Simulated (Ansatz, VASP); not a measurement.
# B2O3 (boron oxide glass) in two plane-wave programs, part 2 of 3

Aim: how closely do two programs agree when they are given the same cell, functional and k mesh? The structure shown is the start of the Ansatz relaxation below; VASP solves that cell, so the two are compared at the walk's first step.

VASP 6.6.1 and Ansatz 0.2.0.

So far: Set-up; Ansatz: relaxation, PBE.

### Step 3. VASP: single point, PBE, start cell

Level of this step: PBE; plane waves and PAW (B, O) (VASP).

The same cell, functional and mesh now go to VASP, with its own data sets.

Lines of VASP's logs that name or quote its potential files are left out, and so is its time.

The input, INCAR:

```
SYSTEM = B2O3
PREC = Accurate
ENCUT = 520
EDIFF = 1E-06
NELM = 120
ISMEAR = 0
SIGMA = 0.01
LREAL = Auto
ALGO = Normal
GGA = PE
NBANDS = 232
LORBIT = 11
LWAVE = .FALSE.
LCHARG = .FALSE.
ISIF = 2
LASPH = .TRUE.
GGA_COMPAT = .FALSE.
EFERMI = MIDGAP
NCORE = 2
```

The input, POSCAR:

```
B2O3
1.0
    9.8947000000      0.0000000000      0.0000000000
    0.0000000000      9.8947000000      0.0000000000
    0.0000000000      0.0000000000      9.8947000000
B O
30 45
Direct
    0.4240249831      0.0328155477      0.7114212659
    0.1483521481      0.0775566718      0.2739446370
    0.6149655876      0.2727621858      0.5243312076
    0.2293348965      0.8276754222      0.4950428007
    0.3136931893      0.6135506888      0.5861622889
    0.6253347752      0.0177367682      0.5499509839
    0.1473415061      0.4575075545      0.9554610044
    0.2707510081      0.4012248982      0.4606001193
    0.7275612196      0.4496851850      0.3809109928
    0.3264879178      0.9640716747      0.9171374574
    0.6900057607      0.7736566040      0.6065065136
    0.9083650843      0.6179975138      0.3131272297
    0.0638523654      0.6744216601      0.0580310671
    0.9339242221      0.4430957988      0.5168928820
    0.7366367853      0.0833678636      0.0842269094
    0.7340596481      0.5389956239      0.1588729320
    0.9118619059      0.6556641434      0.6566040405
    0.9805552467      0.2920856620      0.8732755920
    0.3803551396      0.4028924576      0.0359586445
    0.0793050825      0.0369692866      0.5065540138
    0.3660444480      0.2358030056      0.6038586314
    0.1983385045      0.9947749805      0.0512597653
    0.5774808736      0.5416637190      0.9685690319
    0.9612216641      0.2235540239      0.6247384964
    0.8274429745      0.2976340869      0.0828928618
    0.9237369501      0.7824390835      0.8802490222
    0.5202077880      0.6246576450      0.7284809039
    0.1318483633      0.7328367712      0.2899228880
    0.7529788675      0.9418577622      0.9749461833
    0.3026266587      0.2805946618      0.2433120762
    0.6874589427      0.3859844159      0.5012885686
    0.0018797942      0.0967790838      0.6114283404
    0.0543826493      0.5461004376      0.0081457750
    0.7981747804      0.6880147958      0.5883351693
    0.8418345175      0.6399587658      0.2036140560
    0.0005154275      0.7838034503      0.9982819085
    0.0510879562      0.0575863846      0.3675199854
    0.1045104955      0.3439619190      0.8793495508
    0.7084904040      0.9040294299      0.5418052088
    0.4043781014      0.5615531547      0.6858722346
    0.5649084864      0.7366569982      0.6547848848
    0.2954409937      0.3898652814      0.3219905606
    0.4883725631      0.2811707278      0.5638372058
    0.2855063822      0.4734858055      0.9651934874
    0.9701456335      0.7153223443      0.7688156286
    0.6662354594      0.6176943212      0.0492384812
    0.8709814345      0.4932337514      0.3906839015
    0.8129200481      0.4310489454      0.0821550931
    0.1080780620      0.0350692795      0.1438952166
    0.0261149909      0.6762307094      0.3607891093
    0.9615147503      0.3142995745      0.5121832900
    0.6715312238      0.0583241533      0.9565929235
    0.2621100185      0.1527989732      0.2966941898
    0.7526150363      0.1979948862      0.1560229214
    0.6623849131      0.4864119175      0.2729946335
    0.1899097497      0.0176458104      0.9156821329
    0.4207606092      0.9429795749      0.8194690087
    0.2527918987      0.5336190082      0.4942342870
    0.3375544483      0.2915399153      0.1127472283
    0.5031481500      0.0076404540      0.6038990571
    0.9191587415      0.2439083550      0.9920462470
    0.1765086359      0.9417263788      0.5521946092
    0.7873609104      0.9582806957      0.1104833901
    0.6812030683      0.1488069370      0.5070290155
    0.2198045418      0.8087865221      0.3622141146
    0.5100912610      0.4369005629      0.0246798791
    0.2526504088      0.2968862118      0.5530839742
    0.3396464774      0.1392361567      0.7008802692
    0.9727328772      0.5368732756      0.6120549385
    0.1539207859      0.7051148595      0.1610357060
    0.2999484573      0.7488554479      0.5825441903
    0.5856569679      0.5737617108      0.8320818216
    0.9150959605      0.2614126755      0.7512405631
    0.3380294501      0.9383003022      0.0576975553
    0.7998120206      0.8514457235      0.8783085894
```

The input, KPOINTS:

```
Automatic mesh
0
Gamma
1 1 1
0 0 0
```

The projector-augmented-wave data sets are B and O (PBE family, release 64).

Started as:

```
> mpirun -np 8 vasp_gam
```

Numbers of over 12 decimals in the logs are rounded to 6 here.

Log:

```text
[banner, memory and clock lines left out]
running    8 mpi-ranks, on    1 nodes
[...]
LDA part: xc-table for (Slater+PW92), standard interpolation
 POSCAR, INCAR and KPOINTS ok, starting setup
[...]
entering main loop
       N       E                     dE             d eps       ncg     rms          rms(c)
DAV:   1     0.335989918374E+04    0.33599E+04   -0.21512E+05   480   0.151E+03
DAV:   2    -0.351833855995E+03   -0.37117E+04   -0.35908E+04   584   0.383E+02
DAV:   3    -0.644528022380E+03   -0.29269E+03   -0.29007E+03   536   0.115E+02
DAV:   4    -0.650297579614E+03   -0.57696E+01   -0.57483E+01   544   0.174E+01
[...]
DAV:  17    -0.593617095834E+03    0.65414E-05   -0.30197E-05   536   0.219E-02    0.567E-03
DAV:  18    -0.593617095515E+03    0.31958E-06   -0.12716E-05   528   0.108E-02    0.404E-03
DAV:  19    -0.593617094736E+03    0.77890E-06   -0.20288E-06   360   0.440E-03
   1 F= -.59361709E+03 E0= -.59361709E+03  d E =0.000000E+00
```

From OUTCAR (step 3):

```text
  FREE ENERGIE OF THE ION-ELECTRON SYSTEM (eV)
  ---------------------------------------------------
  free  energy   TOTEN  =      -593.6170947356 eV

  energy  without entropy=     -593.6170947356  energy(sigma->0) =     -593.61709474

[... 1 further part left out ...]
```

The run ends at a pressure of 1.34 GPa, with forces up to 3.7 eV/Å.

### Step 4. Comparison

Known differences besides the potentials themselves: fixed occupations in Ansatz, narrow Gaussian smearing in VASP; the cutoff is 420 eV in Ansatz and 520 eV in VASP (PREC = Accurate, projectors in real space). Total energies have different zeros and are not compared.

Forces on 10 of the 75 atoms, those with the largest forces and the largest differences (eV/Å; atoms numbered as in POSCAR):

| atom | Ansatz x, y, z | VASP x, y, z |
| --- | --- | --- |
| B3 | 1.258, -2.695, -0.316 | 1.253, -2.639, -0.290 |
| B15 | -0.876, 0.721, -0.052 | -0.892, 0.840, 0.063 |
| B16 | 1.374, 0.895, -3.240 | 1.365, 0.932, -3.292 |
| B18 | -2.078, -1.891, 0.407 | -2.086, -1.930, 0.387 |
| B23 | 2.441, 2.004, 0.323 | 2.457, 1.984, 0.282 |
| B29 | -0.113, -0.695, -0.901 | -0.103, -0.829, -1.022 |
| O31 | 0.975, 2.012, -1.968 | 0.981, 2.008, -1.978 |
| O32 | 1.558, -1.800, -1.752 | 1.558, -1.794, -1.764 |
| O37 | 0.241, -0.306, 2.942 | 0.237, -0.308, 2.944 |
| O52 | 0.488, -0.023, -0.237 | 0.374, 0.047, -0.342 |

The forces differ by 35 meV/Å r.m.s., which is 3.5 % of the r.m.s. force of 0.999 eV/Å (both taken over all components).

### Step 5. What the set-up changes

Further runs change the set-up of one program: Ansatz's method, potentials or start, or VASP's data sets, cutoff or form of LDA. The table gives that difference for each run.

| run | r.m.s. force difference (meV/Å) |
| --- | --- |
| as above | 35 |
| VASP with a cutoff of 600 eV (perhaps on Ansatz's relaxed cell) | 36 |

### Step 6. Ansatz: relaxation, LDA

The two programs are compared at the cell with which this relaxation starts, whose forces are those of its first step. The cell compared in this pair holds 1154.28 Å³, against 968.74 Å³ for the pair before.

The structure compared here is the start of the Ansatz relaxation; VASP solves that cell, so the two are compared at the walk's first step.

The input, input.yaml:

```yaml
crystal:
  lattice:
    - [10.8786, 0.0, 0.0]
    - [0.0, 10.69711, 0.0]
    - [0.0, 0.0, 9.91907]
  atoms:
    - { symbol: B, position: [0.43574, 0.04885, 0.71366] }
    - { symbol: B, position: [0.16885, 0.12771, 0.29791] }
    - { symbol: B, position: [0.63875, 0.18708, 0.47835] }
    - { symbol: B, position: [0.15, 0.80949, 0.53993] }
    - { symbol: B, position: [0.28489, 0.63563, 0.6324] }
    - { symbol: B, position: [0.61012, 0.96608, 0.56611] }
    - { symbol: B, position: [0.17151, 0.50431, 0.99784] }
    - { symbol: B, position: [0.33067, 0.44482, 0.49026] }
    - { symbol: B, position: [0.7495, 0.36118, 0.34549] }
    - { symbol: B, position: [0.31456, 0.03059, 0.92606] }
    - { symbol: B, position: [0.6477, 0.74069, 0.6224] }
    - { symbol: B, position: [0.88062, 0.55975, 0.32253] }
    - { symbol: B, position: [0.03161, 0.68994, 0.06121] }
    - { symbol: B, position: [0.90638, 0.42016, 0.53153] }
    - { symbol: B, position: [0.75608, 0.11456, 0.93453] }
    - { symbol: B, position: [0.76254, 0.47659, 0.12754] }
    - { symbol: B, position: [0.83263, 0.59859, 0.68946] }
    - { symbol: B, position: [0.06386, 0.33568, 0.85436] }
    - { symbol: B, position: [0.36961, 0.42387, 0.07526] }
    - { symbol: B, position: [0.09878, 0.03895, 0.52389] }
    - { symbol: B, position: [0.43486, 0.25645, 0.59196] }
    - { symbol: B, position: [0.21408, 0.07918, 0.06168] }
    - { symbol: B, position: [0.56826, 0.51982, 0.97952] }
    - { symbol: B, position: [0.05195, 0.261, 0.6187] }
    - { symbol: B, position: [0.85708, 0.31338, 0.9712] }
    - { symbol: B, position: [0.86897, 0.74172, 0.89042] }
    - { symbol: B, position: [0.47846, 0.63342, 0.76093] }
    - { symbol: B, position: [0.05668, 0.70753, 0.32496] }
    - { symbol: B, position: [0.76771, 0.94868, 0.89749] }
    - { symbol: B, position: [0.30841, 0.31538, 0.27965] }
    - { symbol: O, position: [0.7316, 0.26178, 0.42771] }
    - { symbol: O, position: [0.07644, 0.13722, 0.60852] }
    - { symbol: O, position: [0.09015, 0.60161, 0.98679] }
    - { symbol: O, position: [0.73925, 0.65022, 0.61863] }
    - { symbol: O, position: [0.82771, 0.57752, 0.2054] }
    - { symbol: O, position: [0.93866, 0.76, 0.00291] }
    - { symbol: O, position: [0.11192, 0.04984, 0.38653] }
    - { symbol: O, position: [0.14145, 0.39094, 0.94438] }
    - { symbol: O, position: [0.67341, 0.85444, 0.56322] }
    - { symbol: O, position: [0.35601, 0.6079, 0.74403] }
    - { symbol: O, position: [0.53211, 0.71052, 0.66452] }
    - { symbol: O, position: [0.33793, 0.41868, 0.3549] }
    - { symbol: O, position: [0.52761, 0.24472, 0.49877] }
    - { symbol: O, position: [0.28465, 0.51864, 0.05699] }
    - { symbol: O, position: [0.8843, 0.64071, 0.80641] }
    - { symbol: O, position: [0.67836, 0.53707, 0.03813] }
    - { symbol: O, position: [0.84168, 0.45046, 0.40407] }
    - { symbol: O, position: [0.86035, 0.41204, 0.05385] }
    - { symbol: O, position: [0.14067, 0.11594, 0.16282] }
    - { symbol: O, position: [0.97184, 0.62518, 0.38465] }
    - { symbol: O, position: [0.97969, 0.3189, 0.51971] }
    - { symbol: O, position: [0.68387, 0.03914, 0.84685] }
    - { symbol: O, position: [0.24928, 0.21728, 0.34454] }
    - { symbol: O, position: [0.75216, 0.23788, 0.95673] }
    - { symbol: O, position: [0.70396, 0.3876, 0.22622] }
    - { symbol: O, position: [0.20166, 0.09621, 0.92131] }
    - { symbol: O, position: [0.39241, 0.99281, 0.82866] }
    - { symbol: O, position: [0.28322, 0.56038, 0.52044] }
    - { symbol: O, position: [0.33548, 0.31567, 0.14577] }
    - { symbol: O, position: [0.49621, 0.97403, 0.62349] }
    - { symbol: O, position: [0.9532, 0.28158, 0.88685] }
    - { symbol: O, position: [0.11116, 0.92487, 0.58528] }
    - { symbol: O, position: [0.83474, 0.02192, 0.98902] }
    - { symbol: O, position: [0.66918, 0.06581, 0.50478] }
    - { symbol: O, position: [0.13052, 0.77337, 0.40941] }
    - { symbol: O, position: [0.48618, 0.43214, 0.02955] }
    - { symbol: O, position: [0.36403, 0.36272, 0.58967] }
    - { symbol: O, position: [0.41109, 0.17368, 0.69407] }
    - { symbol: O, position: [0.88696, 0.48779, 0.64253] }
    - { symbol: O, position: [0.06873, 0.71968, 0.18995] }
    - { symbol: O, position: [0.213, 0.74104, 0.63507] }
    - { symbol: O, position: [0.54764, 0.59053, 0.86467] }
    - { symbol: O, position: [0.09984, 0.32976, 0.72167] }
    - { symbol: O, position: [0.32527, 0.01004, 0.06612] }
    - { symbol: O, position: [0.77962, 0.82933, 0.85547] }
kpoints:
  mp_grid: { grid: [1, 1, 1] }
hamiltonian:
  xc: lda
scf:
  occupations: { method: fixed }
output:
  forces: true
  stress: true
relax:
  f_tol: 0.04
  max_steps: 60
  cell: { stress_tol: 0.1, fix: [alpha, beta, gamma] }
```

Started as:

```
> ansatz run input.yaml --threads 8 --pin off --max-ram 15360MiB --backend cpu --events-out ev --progress --plain --runs-dir out
```

Log:

```text
[...]
Crystal: 75 atoms, lattice volume = 1154.278 Å³
Basis set: ecut = 420 eV, 22583 PW (Γ)
Bands: 255, of which v1, the nominal top of the filled ones, is band 180 counted from 1 (179 counted from 0)
Symmetry: 1 space group operations
[...]
k-points: 1
[...]
SCF iter   1: F=—  HF=-29539.450293 eV  |F-HF|=—  |Δ(HF+E_count)|=         —  Δρ=1.05e-2  dr2=1.18e0  ethr=1.77e-3  ⟨swp⟩=6.0  Hψ=828  notcnv=0  defer=72
[...]
- { symbol: O, position: [0.086960, 0.600302, 1.000004] }
    - { symbol: O, position: [0.744242, 0.650352, 0.615455] }
    - { symbol: O, position: [0.857046, 0.567192, 0.197959] }
    - { symbol: O, position: [0.926099, 0.758269, 0.010102] }
    - { symbol: O, position: [0.102517, 0.055396, 0.391856] }
    - { symbol: O, position: [0.135970, 0.386924, 0.964973] }
[...]
- { symbol: O, position: [0.559263, 0.586595, 0.856032] }
    - { symbol: O, position: [0.115068, 0.343284, 0.731214] }
    - { symbol: O, position: [0.297742, 0.00990719, 0.062075] }
    - { symbol: O, position: [0.760072, 0.816502, 0.854285] }
[key lines of the parts left out:]
P = ⅓ Tr σ = -0.0194 GPa (-0.194 kbar)
```

### Step 7. VASP: single point, LDA, start cell

The same cell, functional (in two slightly different forms) and mesh now go to VASP, with its own data sets.

INCAR, as its differences from that of step 3:

```diff
@@ -9,3 +9,3 @@
 ALGO = Normal
-GGA = PE
+GGA = CA
 NBANDS = 232
```

The input, POSCAR:

```
B2O3
1.0
   10.8786000000      0.0000000000      0.0000000000
    0.0000000000     10.6971100000      0.0000000000
    0.0000000000      0.0000000000      9.9190700000
B O
30 45
Direct
    0.4357362161      0.0488543167      0.7136556149
    0.1688544482      0.1277073901      0.2979109937
    0.6387494714      0.1870785661      0.4783512970
    0.1500009192      0.8094896659      0.5399296507
    0.2848895998      0.6356296233      0.6323979970
    0.6101244645      0.9660833627      0.5661115407
    0.1715110400      0.5043137819      0.9978354826
    0.3306675491      0.4448210778      0.4902576552
    0.7494990164      0.3611816650      0.3454860183
    0.3145625356      0.0305877008      0.9260646411
    0.6477028294      0.7406860358      0.6223970594
    0.8806188296      0.5597493155      0.3225302372
    0.0316125237      0.6899433585      0.0612053348
    0.9063758204      0.4201602115      0.5315316859
    0.7560807457      0.1145636532      0.9345331770
    0.7625429743      0.4765866669      0.1275421990
    0.8326255217      0.5985915822      0.6894597981
    0.0638593201      0.3356794499      0.8543643709
    0.3696063832      0.4238714943      0.0752590717
    0.0987810932      0.0389544466      0.5238898405
    0.4348629419      0.2564524437      0.5919607383
    0.2140808560      0.0791802646      0.0616791695
    0.5682624602      0.5198226437      0.9795172330
    0.0519460225      0.2609957269      0.6186971158
    0.8570771974      0.3133837083      0.9711999210
    0.8689721104      0.7417236992      0.8904161378
    0.4784623021      0.6334234200      0.7609281919
    0.0566800875      0.7075275472      0.3249599005
    0.7677090802      0.9486767921      0.8974934142
    0.3084128472      0.3153842486      0.2796532336
    0.7316014928      0.2617809857      0.4277114689
    0.0764436600      0.1372239792      0.6085247911
    0.0901494678      0.6016110894      0.9867860596
    0.7392495358      0.6502223498      0.6186265446
    0.8277076094      0.5775204705      0.2054023210
    0.9386593863      0.7599996635      0.0029135796
    0.1119169746      0.0498358903      0.3865281725
    0.1414520251      0.3909373653      0.9443828907
    0.6734138584      0.8544363852      0.5632181243
    0.3560108838      0.6079025082      0.7440314465
    0.5321089111      0.7105190093      0.6645179437
    0.3379295130      0.4186831770      0.3549022237
    0.5276138474      0.2447203030      0.4987665174
    0.2846505984      0.5186354071      0.0569912300
    0.8842957734      0.6407057607      0.8064062457
    0.6783593477      0.5370702928      0.0381285746
    0.8416799956      0.4504581144      0.4040701396
    0.8603496773      0.4120365220      0.0538457738
    0.1406706745      0.1159378561      0.1628176835
    0.9718438034      0.6251782023      0.3846529967
    0.9796940783      0.3188992167      0.5197059805
    0.6838655709      0.0391414130      0.8468535861
    0.2492783998      0.2172829858      0.3445383489
    0.7521556083      0.2378773332      0.9567328389
    0.7039600684      0.3876000153      0.2262208050
    0.2016619786      0.0962129024      0.9213061305
    0.3924126266      0.9928102076      0.8286563156
    0.2832165904      0.5603756529      0.5204419366
    0.3354843454      0.3156740465      0.1457697143
    0.4962127480      0.9740294341      0.6234858712
    0.9532016987      0.2815807260      0.8868472548
    0.1111632011      0.9248666229      0.5852766439
    0.8347397643      0.0219218088      0.9890241726
    0.6691761808      0.0658121680      0.5047751453
    0.1305223099      0.7733677601      0.4094133825
    0.4861838840      0.4321354085      0.0295491412
    0.3640266211      0.3627241376      0.5896722173
    0.4110915007      0.1736824245      0.6940670849
    0.8869615576      0.4877859534      0.6425299953
    0.0687312706      0.7196803623      0.1899472430
    0.2129961576      0.7410412719      0.6350696184
    0.5476439983      0.5905333310      0.8646677562
    0.0998382145      0.3297619637      0.7216704792
    0.3252716342      0.0100400949      0.0661150693
    0.7796223779      0.8293267995      0.8554733458
```

KPOINTS is that of step 3.

Potentials, in the order of the species: B and O (LDA family, release 64).

Started as:

```
> mpirun -np 8 vasp_gam
```

Log:

```text
[banner, memory and clock lines left out]
running    8 mpi-ranks, on    1 nodes
[...]
LDA part: xc-table for (Slater(with rela. corr.)+CA(PZ))
 , standard interpolation
 POSCAR, INCAR and KPOINTS ok, starting setup
[...]
entering main loop
       N       E                     dE             d eps       ncg     rms          rms(c)
DAV:   1     0.327503431926E+04    0.32750E+04   -0.20892E+05   488   0.148E+03
DAV:   2    -0.385345824812E+03   -0.36604E+04   -0.35372E+04   584   0.371E+02
DAV:   3    -0.707520023844E+03   -0.32217E+03   -0.31954E+03   528   0.118E+02
DAV:   4    -0.714336834993E+03   -0.68168E+01   -0.67888E+01   544   0.185E+01
[...]
DAV:  18    -0.653625591698E+03   -0.10412E-04   -0.24772E-05   536   0.140E-02    0.751E-03
DAV:  19    -0.653625592911E+03   -0.12132E-05   -0.48038E-06   528   0.649E-03    0.298E-03
DAV:  20    -0.653625593355E+03   -0.44379E-06   -0.15522E-06   360   0.374E-03
   1 F= -.65362559E+03 E0= -.65362559E+03  d E =0.000000E+00
```

Parts of OUTCAR (step 7):

```text
  FREE ENERGIE OF THE ION-ELECTRON SYSTEM (eV)
  ---------------------------------------------------
  free  energy   TOTEN  =      -653.6255933552 eV

  energy  without entropy=     -653.6255933552  energy(sigma->0) =     -653.62559336

[... 1 part as in an earlier step ...]
```

The run ends at a pressure of -4.13 GPa, with forces up to 0.69 eV/Å.

### Step 8. Side by side

What differs besides the data sets and the points named for the pairs above, as far as they apply: the two LDA forms differ slightly; VASP's log shows a relativistic correction to its local exchange, Ansatz's none. Total energies have different zeros and are not compared.

Forces on 8 of the 75 atoms, those with the largest forces and the largest differences (eV/Å; atoms numbered as in POSCAR):

| atom | Ansatz x, y, z | VASP x, y, z |
| --- | --- | --- |
| B10 | 0.000, 0.004, 0.040 | 0.119, -0.076, -0.093 |
| O49 | 0.559, -0.088, 0.158 | 0.566, -0.082, 0.143 |
| O52 | 0.552, -0.094, 0.420 | 0.410, -0.075, 0.304 |
| O54 | 0.537, -0.244, -0.016 | 0.513, -0.245, -0.014 |
| O55 | 0.513, 0.245, 0.147 | 0.484, 0.249, 0.108 |
| O56 | 0.487, -0.247, 0.487 | 0.374, -0.170, 0.361 |
| O63 | -0.603, 0.055, -0.606 | -0.466, 0.039, -0.480 |
| O74 | -0.548, 0.414, -0.559 | -0.435, 0.330, -0.425 |

The forces differ by 41 meV/Å r.m.s., which is 18.9 % of the r.m.s. force of 0.215 eV/Å (both taken over all components).

### Step 9. Further runs

Further runs change the set-up of one program: Ansatz's method, potentials or start, or VASP's data sets, cutoff or form of LDA. The table gives that difference for each run.

| run | r.m.s. force difference (meV/Å) |
| --- | --- |
| as above | 41 |
| VASP with a cutoff of 600 eV (perhaps on Ansatz's relaxed cell) | 42 |

[end of part 2 of 3]

[Lines on the potential files, build, host, timing and source positions are cut from VASP's logs without a mark.]

[Logs are printed without paths, hosts, clocks, repeated set-up lines and the standing remarks that a program may print on its own settings, such as how far it seeks lower states.]

[Hosts, paths, dates, database ids (printed as entryN), source tags and the programs' standing remarks are cut or masked in the printed files.]

[Rows of further runs with another cutoff or data set may stand on the cell that Ansatz relaxed, not on the start cell of the pair above them.]
